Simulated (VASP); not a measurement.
GaN (wurtzite):

```
GaN
1.0
    1.59500    -2.76262     0.00000
    1.59500     2.76262     0.00000
    0.00000     0.00000     5.19000
Ga N
2 2
Direct
  0.66667   0.33333   0.50000
  0.33333   0.66667   0.00000
  0.66667   0.33333   0.87700
  0.33333   0.66667   0.37700
```

The lowest empty band near Γ, direction a*, from PBE with spin-orbit coupling in VASP (PAW); its two spin partners are averaged. The gap over the points computed is 1.91 eV, and the next band on that side lies 2.33 eV away at the edge.

Numerical set-up: 520 eV cut-off, 9×9×5 Γ-centred mesh, Gaussian smearing of 0.050 eV, potentials Ga_d N.

```json
[
 {"distance from the edge in k (1/Å)": "0.012", "distance in energy (meV)": "3.1"},
 {"distance from the edge in k (1/Å)": "0.018", "distance in energy (meV)": "7.1"},
 {"distance from the edge in k (1/Å)": "0.025", "distance in energy (meV)": "13.5"},
 {"distance from the edge in k (1/Å)": "0.035", "distance in energy (meV)": "26.4"},
 {"distance from the edge in k (1/Å)": "0.050", "distance in energy (meV)": "53.0"},
 {"distance from the edge in k (1/Å)": "0.070", "distance in energy (meV)": "101.1"}
]
```

Q: Fit E(1 + αE) = ħ²k²/2m* (ħ²/2m0 = 3.810 eV Å²) and predict the row at 0.095 1/Å.

A: Least squares on the energies gives the electron mass m* = 0.174 m0 and α = 0.59 per eV, and so 178.5 meV. The run gave 178.3 meV, -0.2 meV from the fit.

Left out are points under 3 meV from the edge, since the levels carry 0.1 meV, and points farther than half the way to the next band.

The compound is GaN in the wurtzite structure. The cell was not relaxed at this level.
